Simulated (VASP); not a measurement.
```xyz
1
Lattice="-1.4350 1.4350 1.4350 1.4350 -1.4350 1.4350 1.4350 1.4350 -1.4350" Properties=species:S:1:pos:R:3 pbc="T T T"
Fe     0.0000     0.0000     0.0000
```
Starting moments (μB, in the order of the record's atoms Fe): 2.5.

All values below come from AM05 GGA, VASP's PBE PAW potentials (set 64) (plane waves; VASP). Run with 520 eV cut-off, 16×16×16 Γ-centred mesh, first-order Methfessel-Paxton smearing of 0.10 eV, potentials Fe.

Energy and stress use the plane-wave basis of the starting cell.

### Question
The ions, cell shape and volume are relaxed. Which structure does the run end with?

### Answer

```xyz
1
Lattice="-1.3925 1.3925 1.3925 1.3925 -1.3925 1.3925 1.3925 1.3925 -1.3925" Properties=species:S:1:pos:R:3 pbc="T T T"
Fe     1.3925     1.3925    -1.3925
```
Space group Im-3m (229), at a tolerance of 0.03 Å. The cell ends with 2.13 μB, on the sites 2.10 μB.

### Question
How do energy and volume change from the first to the last step?

### Answer
The energy (σ→0) changes by -51.1 meV/atom and the volume by -8.6 %, in 6 ionic steps.

The compound is Fe in the bcc structure. This run relaxes it. Symmetry was kept, so distortions that lower it aren't found.
